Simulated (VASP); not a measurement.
# F on Cu(100): which site?, part 2 of 6

Aim: adsorption energies of F on the high-symmetry sites of Cu(100), at a coverage of 1/4.

VASP 6.6.1, plane waves and PAW; the level of theory is named at each step.

So far. Step 2 (The bulk reference): Energy at zero smearing: -3.25515 eV.

### 3. Relaxing the slab

Level of this step: RPBE; plane waves and PAW (Cu) (VASP).

System of this step: Cu(100). The cell holds 16 atoms: 16 Cu. Cell: a = 5.205 Å, b = 5.205 Å, c = 20.520 Å, α = 90.0°, β = 90.0°, γ = 90.0°. It derives from Cu. 4 layers of fcc Cu, cut at this functional's lattice. Vacuum lies along c.

The free atoms relax, while those held by selective dynamics keep their cut positions.

File INCAR:

```
SYSTEM = Cu
PREC = Normal
ENCUT = 440
EDIFF = 1E-05
NELM = 120
ISMEAR = 1
SIGMA = 0.15
LREAL = Auto
ALGO = Fast
GGA = RP
NBANDS = 109
LASPH = .TRUE.
LORBIT = 11
LWAVE = .FALSE.
LCHARG = .FALSE.
KPAR = 2
NCORE = 2
IBRION = 2
NSW = 40
ISIF = 2
EDIFFG = -0.03
POTIM = 0.4
MAXMIX = 40
IDIPOL = 3
LDIPOL = .TRUE.
DIPOL = 0.5 0.5 0.5
```

File POSCAR:

```
Cu
1.0
    5.2047758264      0.0000000000      0.0000000000
    0.0000000000      5.2047758264      0.0000000000
    0.0000000000      0.0000000000     20.5204984221
Cu
16
Selective dynamics
Direct
    0.2500000000      0.2500000000      0.3654882000  F F F
    0.7500000000      0.2500000000      0.3654882000  F F F
    0.2500000000      0.7500000000      0.3654882000  F F F
    0.7500000000      0.7500000000      0.3654882000  F F F
    0.0000000000      0.0000000000      0.4551627300  F F F
    0.5000000000      0.0000000000      0.4551627300  F F F
    0.0000000000      0.5000000000      0.4551627300  F F F
    0.5000000000      0.5000000000      0.4551627300  F F F
    0.2500000000      0.2500000000      0.5448372700  T T T
    0.7500000000      0.2500000000      0.5448372700  T T T
    0.2500000000      0.7500000000      0.5448372700  T T T
    0.7500000000      0.7500000000      0.5448372700  T T T
    0.0000000000      0.0000000000      0.6345118000  T T T
    0.5000000000      0.0000000000      0.6345118000  T T T
    0.0000000000      0.5000000000      0.6345118000  T T T
    0.5000000000      0.5000000000      0.6345118000  T T T
```

File KPOINTS:

```
Automatic mesh
0
Gamma
5 5 1
0 0 0
```

PAW data sets: Cu (PBE family, release 64).

On the command line:

```console
mpirun -np 4 vasp_std
```

What it wrote:

```text
[banner, memory and clock lines left out]
running    4 mpi-ranks, on    1 nodes
 distrk:  each k-point on    2 cores,    2 groups
 distr:  one band on    2 cores,    1 groups

 POSCAR found type information on POSCAR Cu
 POSCAR found :  1 types and      16 ions
 [... a notice as in an earlier step ...]

 LDA part: xc-table for (Slater+PW92), standard interpolation
 POSCAR, INCAR and KPOINTS ok, starting setup
 FFT: planning ... GRIDC
 FFT: planning ... GRID_SOFT
 FFT: planning ... GRID
 WAVECAR not read
 entering main loop
       N       E                     dE             d eps       ncg     rms          rms(c)
DAV:   1     0.153829979827E+04    0.15383E+04   -0.67276E+04  1308   0.176E+03
DAV:   2     0.123521716092E+03   -0.14148E+04   -0.13654E+04  1308   0.401E+02
DAV:   3    -0.494941047246E+02   -0.17302E+03   -0.15758E+03  1346   0.192E+02
DAV:   4    -0.580001292604E+02   -0.85060E+01   -0.83384E+01  1448   0.579E+01
DAV:   5    -0.582101825225E+02   -0.21005E+00   -0.20939E+00  1483   0.747E+00    0.263E+01
RMM:   6    -0.526800067424E+02    0.55302E+01   -0.12210E+02  1313   0.871E+01    0.153E+01
RMM:   7    -0.478266660085E+02    0.48533E+01   -0.25735E+01  1311   0.437E+01    0.231E+00
RMM:   8    -0.478806744355E+02   -0.54008E-01   -0.19357E+00  1338   0.657E+00    0.235E+00
RMM:   9    -0.478471349933E+02    0.33539E-01   -0.59178E-01  1321   0.497E+00    0.534E-01
RMM:  10    -0.478577942882E+02   -0.10659E-01   -0.18793E-01  1572   0.163E+00    0.536E-01
RMM:  11    -0.478520885356E+02    0.57058E-02   -0.19359E-02  1335   0.826E-01    0.380E-01
RMM:  12    -0.478458979872E+02    0.61905E-02   -0.88620E-03  1340   0.598E-01    0.199E-01
RMM:  13    -0.478422652571E+02    0.36327E-02   -0.63714E-03  1363   0.338E-01    0.765E-02
RMM:  14    -0.478419771755E+02    0.28808E-03   -0.17326E-03  1443   0.223E-01    0.529E-02
RMM:  15    -0.478416536658E+02    0.32351E-03   -0.65618E-04  1338   0.122E-01    0.519E-02
RMM:  16    -0.478417247447E+02   -0.71079E-04   -0.53801E-04  1348   0.108E-01    0.320E-02
RMM:  17    -0.478418476300E+02   -0.12289E-03   -0.23717E-04  1333   0.815E-02    0.234E-02
RMM:  18    -0.478421553202E+02   -0.30769E-03   -0.15117E-04  1243   0.448E-02    0.133E-02
RMM:  19    -0.478422307325E+02   -0.75412E-04   -0.45928E-05   931   0.373E-02    0.460E-03
RMM:  20    -0.478423026493E+02   -0.71917E-04   -0.34077E-05   853   0.187E-02    0.747E-03
RMM:  21    -0.478423454571E+02   -0.42808E-04   -0.14696E-05   772   0.250E-02    0.540E-03
RMM:  22    -0.478424004258E+02   -0.54969E-04   -0.96607E-06   768   0.206E-02    0.641E-03
RMM:  23    -0.478424181665E+02   -0.17741E-04   -0.31834E-06   757   0.136E-02    0.928E-04
RMM:  24    -0.478424257896E+02   -0.76231E-05   -0.64779E-07   646   0.362E-03
   1 F= -.47842426E+02 E0= -.47840224E+02  d E =-.478424E+02
 curvature:   0.00 expect dE= 0.000E+00 dE for cont linesearch  0.000E+00
 trial: gam= 0.00000 g(F)=  0.130E-01 g(S)=  0.000E+00 ort = 0.000E+00 (trialstep = 0.100E+01)
 search vector abs. value=  0.130E-01
 bond charge predicted
       N       E                     dE             d eps       ncg     rms          rms(c)
DAV:   1    -0.478487851320E+02   -0.63670E-02   -0.28932E+00  1408   0.542E+00    0.122E-01
RMM:   2    -0.478519458365E+02   -0.31607E-02   -0.34200E-02  1337   0.126E+00    0.182E-01
RMM:   3    -0.478535273058E+02   -0.15815E-02   -0.18998E-02  1662   0.667E-01    0.846E-02
RMM:   4    -0.478537553193E+02   -0.22801E-03   -0.20635E-03  1442   0.167E-01    0.900E-02
RMM:   5    -0.478539440997E+02   -0.18878E-03   -0.26942E-04  1446   0.890E-02    0.121E-01
RMM:   6    -0.478553507696E+02   -0.14067E-02   -0.25232E-03  1832   0.195E-01    0.325E-01
RMM:   7    -0.478535331965E+02    0.18176E-02   -0.45663E-03  1840   0.269E-01    0.395E-02
RMM:   8    -0.478536032700E+02   -0.70073E-04   -0.40198E-04  1615   0.800E-02    0.292E-02
RMM:   9    -0.478535966829E+02    0.65870E-05   -0.30401E-05   909   0.303E-02
   2 F= -.47853597E+02 E0= -.47851272E+02  d E =-.111709E-01
[...]
3 F= -.47864225E+02 E0= -.47861801E+02  d E =-.217995E-01
[...]
4 F= -.47864399E+02 E0= -.47861972E+02  d E =-.219731E-01
[...]
5 F= -.47864438E+02 E0= -.47862010E+02  d E =-.220126E-01
[...]
6 F= -.47864434E+02 E0= -.47862005E+02  d E =-.220081E-01
 curvature:  -0.58 expect dE=-0.142E-03 dE for cont linesearch -0.205E-04
 ZBRENT: accuracy reached
 trial: gam=-0.03341 g(F)=  0.246E-03 g(S)=  0.000E+00 ort = 0.682E-03 (trialstep = 0.145E+01)
 search vector abs. value=  0.215E-03
 bond charge predicted
       N       E                     dE             d eps       ncg     rms          rms(c)
DAV:   1    -0.478645851773E+02   -0.15651E-03   -0.99640E-02  1406   0.992E-01    0.165E-02
RMM:   2    -0.478647075510E+02   -0.12237E-03   -0.11507E-03  1329   0.226E-01    0.284E-02
RMM:   3    -0.478647427265E+02   -0.35176E-04   -0.51742E-04  1466   0.137E-01    0.303E-02
RMM:   4    -0.478647611406E+02   -0.18414E-04   -0.23071E-04  1524   0.739E-02    0.472E-02
RMM:   5    -0.478647883898E+02   -0.27249E-04   -0.80398E-05  1092   0.346E-02    0.702E-02
RMM:   6    -0.478647582377E+02    0.30152E-04   -0.33921E-05   883   0.398E-02    0.377E-02
RMM:   7    -0.478647434111E+02    0.14827E-04   -0.30327E-05   857   0.322E-02    0.186E-02
RMM:   8    -0.478647425666E+02    0.84450E-06   -0.13352E-05   725   0.161E-02
   7 F= -.47864743E+02 E0= -.47862333E+02  d E =-.308645E-03
 ZBRENT: can't locate minimum, use default step
 trial-energy change:   -0.000309  1 .order   -0.000303   -0.000325   -0.000280
 step:   5.8181(harm= 10.5689)  dis= 0.00000  next Energy=   -47.865615 (dE=-0.118E-02)
 reached required accuracy - stopping structural energy minimisation
```

Run time: 94 s. Hardware: 4 MPI ranks of AMD EPYC 9R45, shared host; peak memory 0.99 GiB.

From OUTCAR (step 3):

```text
  LATTYP: Found a simple tetragonal cell.
 ALAT       =     5.2047758264
 C/A-ratio  =     3.9426286754

 Subroutine GETGRP returns: Found 16 space group operations
 (whereof  8 operations were pure point group operations)

The static configuration has the point symmetry C_4v.
 The point group associated with its full space group is D_4h.

 Found      6 irreducible k-points:

   k-points           NKPTS =      6   k-points in BZ     NKDIM =      6   number of bands    NBANDS=    109

   dimension x,y,z NGX =    28 NGY =   28 NGZ =  108
   dimension x,y,z NGXF=    56 NGYF=   56 NGZF=  216

   ENCUT  =  440.0 eV  32.34 Ry    5.69 a.u.   8.90  8.90 35.10*2*pi/ulx,y,z

   NELECT =     176.0000    total number of electrons

 dipolmoment           0.000000      0.000000     -0.002592 electrons x Angstroem

 E-fermi :  -0.1543

 k-point     1 :       0.0000    0.0000    0.0000
  band No.  band energies     occupation
    ...
     88      -0.4620      2.01351
     89      -0.1905      1.39526
     90      -0.1905      1.39526
     91      -0.1622      1.08874
     92      -0.1622      1.08874
     93       1.0568     -0.00000
     94       2.3109     -0.00000
     95       2.3109     -0.00000
     96       2.9811      0.00000
     97       2.9811      0.00000
    ...

 k-point     2 :       0.2000    0.0000    0.0000
  band No.  band energies     occupation
    ...
     84      -1.4169      2.00000
     85      -1.3949      2.00000
     86      -0.2358      1.78604
     87      -0.2331      1.76706
     88      -0.1762      1.24335
     89       0.0023     -0.05827
     90       0.2050     -0.00365
     91       0.2221     -0.00222
     92       1.4636     -0.00000
     93       1.4814     -0.00000
    ...

  Total       -5.9995153     -5.9995153     -3.2619574      0.0000000      0.0000000      0.0000000
  in kB      -17.2915843    -17.2915843     -9.4014946      0.0000000      0.0000000      0.0000000
  external PRESSURE =     -14.6615544 kB  Pullay stress =       0.0000000 kB

  energy-cutoff  :      440.00
  volume of cell :      555.89
      direct lattice vectors                 reciprocal lattice vectors
     5.204775826  0.000000000  0.000000000     0.192131234  0.000000000  0.000000000
     0.000000000  5.204775826  0.000000000     0.000000000  0.192131234  0.000000000
     0.000000000  0.000000000 20.520498422     0.000000000  0.000000000  0.048731760

 POSITION                                       TOTAL-FORCE (eV/Angst)
 -----------------------------------------------------------------------------------
      1.30119      1.30119      7.50000         0.000000      0.000000      0.192195
      3.90358      1.30119      7.50000        -0.000000     -0.000000      0.192195
      1.30119      3.90358      7.50000         0.000000     -0.000000      0.192195
      3.90358      3.90358      7.50000         0.000000     -0.000000      0.192195
      0.00000      0.00000      9.34017         0.000000      0.000000     -0.145875
      2.60239      0.00000      9.34017         0.000000      0.000000     -0.145875
      0.00000      2.60239      9.34017         0.000000      0.000000     -0.145875
      2.60239      2.60239      9.34017         0.000000      0.000000     -0.145875
      1.30119      1.30119     11.20730         0.000000     -0.000000     -0.018376
      3.90358      1.30119     11.20730        -0.000000      0.000000     -0.018376
      1.30119      3.90358     11.20730         0.000000      0.000000     -0.018376
      3.90358      3.90358     11.20730        -0.000000      0.000000     -0.018376
      0.00000      0.00000     12.99507         0.000000      0.000000     -0.027944
      2.60239      0.00000     12.99507         0.000000      0.000000     -0.027944
      5.20478      2.60239     12.99507         0.000000      0.000000     -0.027944
      2.60239      2.60239     12.99507         0.000000      0.000000     -0.027944
 -----------------------------------------------------------------------------------
    total drift:                                0.000000      0.000000      0.000228

  FREE ENERGIE OF THE ION-ELECTRON SYSTEM (eV)
  ---------------------------------------------------
  free  energy   TOTEN  =       -47.8647425666 eV

  energy  without entropy=      -47.8575140527  energy(sigma->0) =      -47.86233306

 reached required accuracy - stopping structural energy minimisation

 vacuum level on the upper side and lower side of the slab         4.009         4.048

 total charge
# of ion       s       p       d       tot
------------------------------------------
    1        0.424   0.228   9.211   9.863
    2        0.424   0.228   9.211   9.863
    3        0.424   0.228   9.211   9.863
    4        0.424   0.228   9.211   9.863
    5        0.418   0.335   9.171   9.924
    6        0.418   0.335   9.171   9.924
    7        0.418   0.335   9.171   9.924
    8        0.418   0.335   9.171   9.924
    9        0.423   0.344   9.171   9.938
   10        0.423   0.344   9.171   9.938
   11        0.423   0.344   9.171   9.938
   12        0.423   0.344   9.171   9.938
   13        0.428   0.238   9.211   9.877
   14        0.428   0.238   9.211   9.877
   15        0.428   0.238   9.211   9.877
   16        0.428   0.238   9.211   9.877
--------------------------------------------------
tot          6.772   4.583 147.058 158.413

[... 7 further parts left out ...]
```

The run keeps the 8 symmetry operations of its start, so it cannot find a distortion of lower symmetry.

Step by step:

```
step  energy less that of the first step (eV)  largest force (eV/Å)
   1                                   0.0000                0.2222
   2                                  -0.0112                0.1531
   3                                  -0.0218                0.0602
   4                                  -0.0220                0.0422
   5                                  -0.0220                0.0362
   6                                  -0.0220                0.0380
   7                                  -0.0223                0.0279
```

The atoms that moved most (Å):

```
atom     dx     dy      dz  length
Cu12  0.000  0.000   0.027   0.027
Cu11  0.000  0.000   0.027   0.027
Cu10  0.000  0.000   0.027   0.027
 Cu9  0.000  0.000   0.027   0.027
Cu16  0.000  0.000  -0.025   0.025
Cu15  0.000  0.000  -0.025   0.025
Cu14  0.000  0.000  -0.025   0.025
Cu13  0.000  0.000  -0.025   0.025
```

Final coordinates:

```xyz
16
Lattice="5.2048 0.0000 0.0000 0.0000 5.2048 0.0000 0.0000 0.0000 20.5205" Properties=species:S:1:pos:R:3
Cu    1.3012    1.3012    7.5000
Cu    3.9036    1.3012    7.5000
Cu    1.3012    3.9036    7.5000
Cu    3.9036    3.9036    7.5000
Cu    0.0000    0.0000    9.3402
Cu    2.6024    0.0000    9.3402
Cu    0.0000    2.6024    9.3402
Cu    2.6024    2.6024    9.3402
Cu    1.3012    1.3012   11.2073
Cu    3.9036    1.3012   11.2073
Cu    1.3012    3.9036   11.2073
Cu    3.9036    3.9036   11.2073
Cu    0.0000    0.0000   12.9951
Cu    2.6024    0.0000   12.9951
Cu    0.0000    2.6024   12.9951
Cu    2.6024    2.6024   12.9951
```

This step gave:

- electronic cycles: 60
- electrons: 176
- free energy (TOTEN): -47.86 eV
- energy at zero smearing: -47.86 eV
- Fermi energy: -0.1543 eV
- dipole moment: 0, 0, -0.002592 e·Å

The run ended after 7 ionic steps, 0.022 eV below its first step, once the forces on the free atoms met EDIFFG = -0.03.

[end of part 2 of 6]

[Lines on the potential files, build, host, timing and source positions are cut from VASP's logs without a mark.]

[Logs are printed without paths, hosts, clocks, repeated set-up lines and the standing remarks that a program may print on its own settings, such as how far it seeks lower states.]

[Hosts, paths, dates, database ids (printed as entryN), source tags and the programs' standing remarks are cut or masked in the printed files.]

[Runs that stopped without an error message from VASP are left out.]
